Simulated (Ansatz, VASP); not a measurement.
# Cross-check of PtSe2 (Sudovikovite) between VASP and Ansatz

Wanted: the spread between two codes on one cell, functional and k mesh. The cell is taken from a series of runs on this material, whose earlier steps may have relaxed, scaled, displaced or heated it; both programs get it as it stands.

Calculated with Ansatz 0.2.0; plane waves, with VASP 6.6.1 beside it; zone-centre phonons at PBEsol.

### 1. The structure

The structure is trigonal, space group P-3m1 (No. 164). The conventional cell has a = 3.760 Å, b = 3.760 Å, c = 4.861 Å, α = 90.00°, β = 90.00°, γ = 120.00°. Nearest to Pt lie 6 Se at 2.51 Å. Nearest to Se lie 3 Pt at 2.51 Å. Farther neighbours and most contacts between anions are not listed.

### 2. VASP: zone-centre phonons, PBEsol

Second derivatives magnify differences that forces hide, and they need a tight electronic threshold.

Lines of VASP's logs that name or quote its potential files are left out, and so is its time.

INCAR reads:

```
SYSTEM = PtSe2
PREC = Accurate
ENCUT = 500
EDIFF = 1E-08
NELM = 120
ISMEAR = 1
SIGMA = 0.2
LREAL = .FALSE.
ALGO = Normal
GGA = PS
NBANDS = 17
LASPH = .TRUE.
LORBIT = 11
LWAVE = .FALSE.
LCHARG = .FALSE.
ISIF = 2
IBRION = 8
GGA_COMPAT = .FALSE.
KPAR = 2
```

POSCAR reads:

```
PtSe2
1.0
    3.7601347581      0.0000000000      0.0000000000
   -1.8800673791      3.2563722222      0.0000000000
    0.0000000000      0.0000000000      4.8605206438
Pt Se
1 2
Direct
    0.0000000000      0.0000000000      0.0000000000
    0.3333333333      0.6666666667      0.2609208144
    0.6666666667      0.3333333333      0.7390791856
```

KPOINTS reads:

```
Automatic mesh
0
Gamma
15 15 8
0 0 0
```

PAW data sets: Pt and Se (PBE family, release 64).

Launch:

```console
$ mpirun -np 2 vasp_std
```

Numbers of over 12 decimals in the logs are rounded to 6 here.

The log of the run:

```text
[banner, memory and clock lines left out]
running    2 mpi-ranks, on    1 nodes
 distrk:  each k-point on    1 cores,    2 groups
 distr:  one band on    1 cores,    1 groups

 POSCAR found type information on POSCAR PtSe
 POSCAR found :  2 types and       3 ions
|                                                                             |
|               ----> ADVICE to this user running VASP <----                  |
|                                                                             |
|     You enforced a specific xc type in the INCAR file but a different       |
|     [... a line on the potential file left out ...]
|     I HOPE YOU KNOW WHAT YOU ARE DOING!                                     |
|                                                                             |

 LDA part: xc-table for (Slater+PW92), standard interpolation
 POSCAR, INCAR and KPOINTS ok, starting setup
 FFT: planning ... GRIDC
 FFT: planning ... GRID_SOFT
 FFT: planning ... GRID
 WAVECAR not read
 entering main loop
       N       E                     dE             d eps       ncg     rms          rms(c)
DAV:   1     0.107297274298E+03    0.10730E+03   -0.10018E+04  6600   0.111E+03
DAV:   2    -0.120704454776E+02   -0.11937E+03   -0.11603E+03  8232   0.217E+02
DAV:   3    -0.167019303429E+02   -0.46315E+01   -0.45905E+01  7876   0.434E+01
DAV:   4    -0.167355487704E+02   -0.33618E-01   -0.33598E-01  8430   0.399E+00
DAV:   5    -0.167358743342E+02   -0.32556E-03   -0.32555E-03  8206   0.376E-01    0.127E+01
DAV:   6    -0.161581691592E+02    0.57771E+00   -0.48385E+00  6644   0.199E+01    0.779E+00
DAV:   7    -0.159319663304E+02    0.22620E+00   -0.90742E-01  6654   0.958E+00    0.382E+00
DAV:   8    -0.159088627354E+02    0.23104E-01   -0.62787E-02  7138   0.171E+00    0.837E-01
DAV:   9    -0.159057171337E+02    0.31456E-02   -0.77187E-03  7528   0.848E-01    0.204E-01
DAV:  10    -0.159057328378E+02   -0.15704E-04   -0.11883E-03  7385   0.217E-01    0.352E-02
DAV:  11    -0.159057319073E+02    0.93056E-06   -0.45680E-05  8616   0.574E-02    0.231E-02
DAV:  12    -0.159057314468E+02    0.46047E-06   -0.35467E-06  7137   0.143E-02    0.378E-03
DAV:  13    -0.159057314789E+02   -0.32044E-07   -0.55760E-07  8779   0.516E-03    0.124E-03
DAV:  14    -0.159057314903E+02   -0.11432E-07   -0.41014E-08  7542   0.158E-03    0.442E-04
DAV:  15    -0.159057314845E+02    0.57689E-08   -0.72705E-09  5149   0.591E-04
   1 F= -.15905731E+02 E0= -.15906087E+02  d E =0.106746E-02
 Linear response reoptimize wavefunctions to high precision
DAV:   1    -0.159057314961E+02   -0.11575E-07   -0.53478E-10  4452   0.161E-04
DAV:   2    -0.159057314961E+02   -0.75033E-11   -0.42964E-11  3535   0.453E-05
 Linear response DOF=           4
 Linear response progress:
  Degree of freedom:   1/  4
       N       E                     dE             d eps       ncg     rms          rms(c)
RMM:   1    -0.256610315085E+00   -0.25661E+00   -0.26230E-01 28124   0.329E+00
RMM:   2    -0.248814074994E+00    0.77962E-02   -0.73828E-03 24926   0.514E-01    0.196E-01
RMM:   3    -0.248625421033E+00    0.18865E-03   -0.42361E-04 27134   0.122E-01    0.117E-01
RMM:   4    -0.249076861940E+00   -0.45144E-03   -0.53990E-04 28266   0.124E-01    0.224E-02
RMM:   5    -0.249124118403E+00   -0.47256E-04   -0.37413E-05 27556   0.370E-02    0.956E-03
RMM:   6    -0.249165557557E+00   -0.41439E-04   -0.63257E-07 28831   0.602E-03    0.144E-03
RMM:   7    -0.249146783718E+00    0.18774E-04   -0.16263E-07 29064   0.188E-03    0.922E-04
RMM:   8    -0.249138563812E+00    0.82199E-05   -0.29961E-07 29038   0.816E-04    0.356E-04
RMM:   9    -0.249133994365E+00    0.45694E-05   -0.11545E-07 28433   0.953E-04    0.175E-04
RMM:  10    -0.249134678883E+00   -0.68452E-06   -0.22208E-07 28127   0.402E-04    0.297E-05
RMM:  11    -0.249134949148E+00   -0.27026E-06    0.13306E-08 29672   0.116E-04    0.194E-05
RMM:  12    -0.249135038492E+00   -0.89344E-07   -0.14189E-08 29582   0.874E-05    0.161E-06
RMM:  13    -0.249135073186E+00   -0.34694E-07   -0.25329E-08 31502   0.639E-05    0.262E-06
RMM:  14    -0.249135041830E+00    0.31356E-07   -0.19108E-08 27447   0.537E-05    0.162E-06
RMM:  15    -0.249135035914E+00    0.59165E-08   -0.17105E-08 28980   0.538E-05    0.136E-07
 first order change of Fermi-energy   0.12672E-03
 force on displaced ion       1 direction 1 : -14.732   0.000   0.000
 Linear response progress:
  Degree of freedom:   2/  4
       N       E                     dE             d eps       ncg     rms          rms(c)
RMM:   1    -0.270868705604E+00   -0.27087E+00   -0.26780E-01 11239   0.331E+00
RMM:   2    -0.262393663447E+00    0.84750E-02   -0.72404E-03  9808   0.539E-01    0.206E-01
RMM:   3    -0.262035851610E+00    0.35781E-03   -0.73368E-04 10649   0.149E-01    0.119E-01
RMM:   4    -0.262290630529E+00   -0.25478E-03   -0.47462E-04 10967   0.114E-01    0.368E-02
RMM:   5    -0.262428384584E+00   -0.13775E-03   -0.10606E-05 11139   0.218E-02    0.151E-02
RMM:   6    -0.262476661851E+00   -0.48277E-04   -0.41194E-06 10351   0.114E-02    0.229E-03
RMM:   7    -0.262451561631E+00    0.25100E-04   -0.15155E-07 11334   0.225E-03    0.689E-04
RMM:   8    -0.262441475010E+00    0.10087E-04   -0.97218E-09 11358   0.585E-04    0.109E-04
RMM:   9    -0.262441451538E+00    0.23472E-07   -0.18171E-08 11535   0.164E-04    0.614E-05
RMM:  10    -0.262441669318E+00   -0.21778E-06   -0.12715E-08 11572   0.106E-04    0.200E-05
RMM:  11    -0.262441479690E+00    0.18963E-06   -0.15097E-08 11732   0.600E-05    0.730E-06
RMM:  12    -0.262441571957E+00   -0.92268E-07   -0.64978E-09 11866   0.487E-05    0.133E-06
RMM:  13    -0.262441580650E+00   -0.86929E-08   -0.14355E-09 10782   0.435E-05    0.541E-07
 first order change of Fermi-energy  -0.39381E-03
 force on displaced ion       1 direction 3 :  -0.000  -0.000 -15.316
 Linear response progress:
  Degree of freedom:   3/  4
       N       E                     dE             d eps       ncg     rms          rms(c)
RMM:   1    -0.775493744202E-01   -0.77549E-01    0.59882E-02 74007   0.152E+00
RMM:   2    -0.763232825712E-01    0.12261E-02   -0.15650E-03 47842   0.237E-01    0.105E-01
RMM:   3    -0.762091551686E-01    0.11413E-03   -0.45596E-05 52016   0.389E-02    0.599E-02
RMM:   4    -0.761703014790E-01    0.38854E-04   -0.26862E-05 53281   0.316E-02    0.635E-03
RMM:   5    -0.761789366030E-01   -0.86351E-05   -0.45516E-07 53588   0.523E-03    0.132E-03
RMM:   6    -0.761794687937E-01   -0.53219E-06   -0.47060E-08 54150   0.150E-03    0.369E-04
RMM:   7    -0.761782264623E-01    0.12423E-05   -0.25773E-09 54678   0.486E-04    0.770E-05
RMM:   8    -0.761780484573E-01    0.17801E-06    0.36839E-08 55445   0.111E-04    0.367E-05
RMM:   9    -0.761779328518E-01    0.11561E-06   -0.39666E-08 55135   0.639E-05    0.126E-05
RMM:  10    -0.761779049562E-01    0.27896E-07   -0.35438E-08 55697   0.468E-05    0.342E-06
RMM:  11    -0.761779235897E-01   -0.18633E-07   -0.26870E-08 54059   0.387E-05    0.940E-07
RMM:  12    -0.761779249459E-01   -0.13563E-08   -0.81711E-09 45299   0.362E-05    0.428E-07
 first order change of Fermi-energy  -0.41595E-05
 force on displaced ion       2 direction 1 :  -7.581   0.000   0.000
 Linear response progress:
  Degree of freedom:   4/  4
       N       E                     dE             d eps       ncg     rms          rms(c)
RMM:   1    -0.915751085422E-01   -0.91575E-01    0.54419E-02 15174   0.149E+00
RMM:   2    -0.895342829958E-01    0.20408E-02   -0.18211E-03 10281   0.252E-01    0.154E-01
RMM:   3    -0.893184855915E-01    0.21580E-03   -0.16465E-04 11148   0.640E-02    0.101E-01
RMM:   4    -0.892189411670E-01    0.99544E-04   -0.58207E-05 11025   0.457E-02    0.504E-02
RMM:   5    -0.891822716166E-01    0.36670E-04   -0.17750E-05 11134   0.241E-02    0.898E-03
RMM:   6    -0.891936410657E-01   -0.11369E-04    0.11982E-07 11259   0.365E-03    0.315E-03
RMM:   7    -0.892004433137E-01   -0.68022E-05   -0.24317E-07 11178   0.235E-03    0.786E-04
RMM:   8    -0.891986246305E-01    0.18187E-05   -0.74768E-08 11426   0.562E-04    0.163E-04
RMM:   9    -0.891983029409E-01    0.32169E-06   -0.24198E-10 11494   0.134E-04    0.519E-05
RMM:  10    -0.891982591980E-01    0.43743E-07    0.11990E-08 11565   0.877E-05    0.106E-05
RMM:  11    -0.891982797938E-01   -0.20596E-07    0.34962E-08 11807   0.519E-05    0.333E-06
RMM:  12    -0.891982769341E-01    0.28598E-08    0.23391E-08 10640   0.451E-05    0.733E-07
 first order change of Fermi-energy  -0.10847E+01
 force on displaced ion       2 direction 3 :   0.000  -0.000  -9.791
 Linear response finished
```

OUTCAR, selected parts (step 2):

```text
ion  position               nearest neighbor table
   1  0.000  0.000  0.000-   2 2.51   3 2.51   3 2.51   2 2.51   3 2.51   2 2.51
   2  0.333  0.667  0.261-   1 2.51   1 2.51   1 2.51
   3  0.667  0.333  0.739-   1 2.51   1 2.51   1 2.51

  LATTYP: Found a hexagonal cell.
 ALAT       =     3.7601347581
 C/A-ratio  =     1.2926453323

 Subroutine GETGRP returns: Found 12 space group operations
 (whereof 12 operations were pure point group operations)

The static configuration has the point symmetry D_3d.

 Found    192 irreducible k-points:

   k-points           NKPTS =    192   k-points in BZ     NKDIM =    192   number of bands    NBANDS=     17

   dimension x,y,z NGX =    28 NGY =   28 NGZ =   36
   dimension x,y,z NGXF=    56 NGYF=   56 NGZF=   72

   ENCUT  =  500.0 eV  36.75 Ry    6.06 a.u.   6.86  6.86  8.86*2*pi/ulx,y,z

   NELECT =      22.0000    total number of electrons

 k-points in reciprocal lattice and weights: Automatic mesh
   0.00000000  0.00000000  0.00000000       0.001
   0.06666667  0.00000000  0.00000000       0.003
   0.13333333  0.00000000  0.00000000       0.003
   0.20000000  0.00000000  0.00000000       0.003
   0.26666667  0.00000000  0.00000000       0.003
   0.33333333  0.00000000  0.00000000       0.003
   0.40000000  0.00000000  0.00000000       0.003
   0.46666667  0.00000000  0.00000000       0.003
   0.06666667  0.06666667  0.00000000       0.003
[...]
0.33333333  0.26666667  0.50000000       0.007
   0.33333333  0.33333333  0.50000000       0.001

 average (electrostatic) potential at core
       1 -68.2479       2 -52.5110       3 -52.5110

  Total        0.0345575      0.0345575      0.0210531     -0.0000000     -0.0000000      0.0000000
  in kB        0.9303219      0.9303219      0.5667707     -0.0000000     -0.0000000      0.0000000
  external PRESSURE =       0.8091381 kB  Pullay stress =       0.0000000 kB

  energy-cutoff  :      500.00
  volume of cell :       59.51
      direct lattice vectors                 reciprocal lattice vectors
     3.760134758  0.000000000  0.000000000     0.265947915  0.153545100  0.000000000
    -1.880067379  3.256372222  0.000000000     0.000000000  0.307090201  0.000000000
     0.000000000  0.000000000  4.860520644     0.000000000  0.000000000  0.205739276

 POSITION                                       TOTAL-FORCE (eV/Angst)
 -----------------------------------------------------------------------------------
      0.00000      0.00000      0.00000        -0.000000      0.000000      0.000000
     -0.00000      2.17091      1.26821         0.000000      0.000000      0.013447
      1.88007      1.08546      3.59231         0.000000      0.000000     -0.013447
 -----------------------------------------------------------------------------------
    total drift:                               -0.000000      0.000000      0.000000

 Eigenvectors and eigenvalues of the dynamical matrix
 ----------------------------------------------------

   1 f  =    6.549491 THz    41.151666 2PiTHz  218.467508 cm-1    27.086507 meV
             X         Y         Z           dx          dy          dz
      0.000000  0.000000  0.000000     0.000000    0.000000   -0.668817
     -0.000000  2.170915  1.268211     0.000000   -0.000000    0.525682
      1.880067  1.085457  3.592310    -0.000000   -0.000000    0.525682

   2 f  =    6.424514 THz    40.366415 2PiTHz  214.298736 cm-1    26.569645 meV
             X         Y         Z           dx          dy          dz
      0.000000  0.000000  0.000000    -0.318766    0.587831    0.000000
     -0.000000  2.170915  1.268211     0.250627   -0.462177   -0.000000
      1.880067  1.085457  3.592310     0.250627   -0.462177    0.000000

   3 f  =    6.424514 THz    40.366415 2PiTHz  214.298736 cm-1    26.569645 meV
             X         Y         Z           dx          dy          dz
      0.000000  0.000000  0.000000     0.587831    0.318766    0.000000
     -0.000000  2.170915  1.268211    -0.462177   -0.250627   -0.000000
      1.880067  1.085457  3.592310    -0.462177   -0.250627    0.000000

   4 f  =    6.075012 THz    38.170425 2PiTHz  202.640585 cm-1    25.124219 meV
             X         Y         Z           dx          dy          dz
      0.000000  0.000000  0.000000     0.000000    0.000000   -0.000000
     -0.000000  2.170915  1.268211     0.000000   -0.000000    0.707107
      1.880067  1.085457  3.592310    -0.000000   -0.000000   -0.707107

   5 f  =    4.910533 THz    30.853790 2PiTHz  163.797754 cm-1    20.308324 meV
             X         Y         Z           dx          dy          dz
      0.000000  0.000000  0.000000    -0.000000    0.000000    0.000000
     -0.000000  2.170915  1.268211     0.337082   -0.621591    0.000000
      1.880067  1.085457  3.592310    -0.337082    0.621591    0.000000

   6 f  =    4.910533 THz    30.853790 2PiTHz  163.797754 cm-1    20.308324 meV
             X         Y         Z           dx          dy          dz
      0.000000  0.000000  0.000000    -0.000000    0.000000   -0.000000
     -0.000000  2.170915  1.268211     0.621591    0.337082   -0.000000
      1.880067  1.085457  3.592310    -0.621591   -0.337082    0.000000

   7 f/i=    0.000323 THz     0.002030 2PiTHz    0.010778 cm-1     0.001336 meV
             X         Y         Z           dx          dy          dz
      0.000000  0.000000  0.000000    -0.000000    0.000000    0.743427
     -0.000000  2.170915  1.268211    -0.000000    0.000000    0.472925
      1.880067  1.085457  3.592310    -0.000000    0.000000    0.472925

   8 f/i=    0.001345 THz     0.008453 2PiTHz    0.044874 cm-1     0.005564 meV
             X         Y         Z           dx          dy          dz
      0.000000  0.000000  0.000000    -0.715290   -0.202986    0.000000
     -0.000000  2.170915  1.268211    -0.454879   -0.129086    0.000000
      1.880067  1.085457  3.592310    -0.454879   -0.129086    0.000000

   9 f/i=    0.001345 THz     0.008453 2PiTHz    0.044874 cm-1     0.005564 meV
             X         Y         Z           dx          dy          dz
      0.000000  0.000000  0.000000    -0.202986    0.715290   -0.000000
     -0.000000  2.170915  1.268211    -0.129086    0.454879   -0.000000
      1.880067  1.085457  3.592310    -0.129086    0.454879   -0.000000

 ELASTIC MODULI CONTR FROM IONIC RELAXATION (kBar)
 Direction    XX          YY          ZZ          XY          YZ          ZX
 --------------------------------------------------------------------------------
 XX        -592.6366   -359.6295   -572.2299      0.0000    247.5870     -0.0000
 YY        -359.6295   -592.6366   -572.2299      0.0000   -247.5870      0.0000
 ZZ        -572.2299   -572.2299   -687.7218      0.0000     -0.0000     -0.0000
 XY           0.0000      0.0000      0.0000   -116.5035      0.0000    228.6045
 YZ         247.5870   -247.5870     -0.0000      0.0000   -526.1585      0.0000
 ZX          -0.0000      0.0000     -0.0000    228.6045      0.0000   -448.5700
 --------------------------------------------------------------------------------
```

(Part 1 of 2 ends here.)

[Lines on the potential files, build, host, timing and source positions are cut from VASP's logs without a mark.]

[Logs are printed without paths, hosts, clocks, repeated set-up lines and the standing remarks that a program may print on its own settings, such as how far it seeks lower states.]

[Hosts, paths, dates, database ids (printed as entryN), source tags and the programs' standing remarks are cut or masked in the printed files.]
